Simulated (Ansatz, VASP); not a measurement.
**AgB2: VASP beside Ansatz**

```
Ag B
1.0
     3.02288    0.00000    0.00000
    -1.51144    2.61789    0.00000
     0.00000    0.00000    4.05850
Ag B
1 2
Direct
  0.00000 0.00000 0.00000
  0.33333 0.66667 0.50000
  0.66667 0.33333 0.50000
```

Alike in both runs: functional PBE; k mesh 6 × 6 × 6; occupations gaussian, width 0.1 eV; no spin polarisation.

Ansatz relaxed the structure, and its values are those at the end. VASP's run is a single point on that final structure, the one shown.

|  | VASP | Ansatz |
| --- | --- | --- |
| version | VASP 6.6.1 | Ansatz 0.2.0 |
| potentials or method | VASP PAW PBE potentials, release 64 (Ag, B) | scalar-relativistic, plane waves, PAW |
| plane-wave cutoff (eV) | 520 | 420 |
| valence electrons in the cell | 17 | 25 |

VASP gave:

```
gap on the k mesh at the Fermi level (eV) : none
pressure (GPa)                            : -0.1
```

**Question.** Which values does Ansatz return?

**Answer.** gap on the k mesh at the Fermi level (eV): none; pressure (GPa): 0.0.

A gap of «none» marks a metal or a gap that the smearing closes. The two sets of potentials don't hold the same shells in valence.

Caveats: the k mesh is coarse (spacing up to 0.40 Å⁻¹), so the values aren't converged.
